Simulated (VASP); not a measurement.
Computed with revPBE GGA, VASP's PBE PAW potentials (set 64) (plane waves; VASP).

The input files of a VASP run:

POSCAR:
```
Pt
1
    0.0000000000     1.9504783975     1.9504783975
    1.9504783975     0.0000000000     1.9504783975
    1.9504783975     1.9504783975     0.0000000000
Pt
1
Direct
  0.0000000000   0.0000000000   0.0000000000
```

**KPOINTS**
```
Automatic mesh
0
Gamma
  16 16 16
0 0 0
```

INCAR:
```
SYSTEM = Pt
PREC = Accurate; ENCUT = 520; LREAL = .FALSE.
LASPH = .TRUE.
EDIFF = 1E-7; NELM = 100; ALGO = Normal
LMAXMIX = 6
ISMEAR = 1; SIGMA = 0.1
GGA = RE
ISIF = 2
LWAVE = .FALSE.; LCHARG = .FALSE.
```

POTCAR, in this order: Pt (PBE.64 set). Program: vasp_std.

Unless said otherwise, spin-orbit coupling is left out, though it shifts the bands of the heavy elements here.

Question: What does the run give for the energy per atom (σ→0), pressure, band gap (on the k-mesh)?

Answer: 
| Quantity | Result |
|---|---|
| energy per atom (σ→0) | -5.526 eV/atom |
| band gap (on the k-mesh) | none (metal, semimetal or under 0.01 eV) |
| pressure | 17.41 GPa |

**OSZICAR**
```
...
DAV:   5    -0.587032210352E+01   -0.70480E-05   -0.70498E-05  2925   0.749E-02    0.134E+01
DAV:   6    -0.557003865888E+01    0.30028E+00   -0.73439E-01  2666   0.796E+00    0.723E+00
DAV:   7    -0.552948959376E+01    0.40549E-01   -0.16630E-01  2780   0.369E+00    0.248E+00
DAV:   8    -0.552612576084E+01    0.33638E-02   -0.71150E-03  2829   0.829E-01    0.482E-01
DAV:   9    -0.552597820252E+01    0.14756E-03   -0.13172E-04  2770   0.118E-01    0.168E-02
DAV:  10    -0.552598433529E+01   -0.61328E-05   -0.32297E-06  3160   0.164E-02    0.278E-03
DAV:  11    -0.552598432924E+01    0.60473E-08   -0.40713E-08  2201   0.208E-03
   1 F= -.55259843E+01 E0= -.55257238E+01  d E =-.781716E-03
```

The compound is Pt in the fcc structure. This cell is one point of a volume scan, at 0.94 of the reference volume.
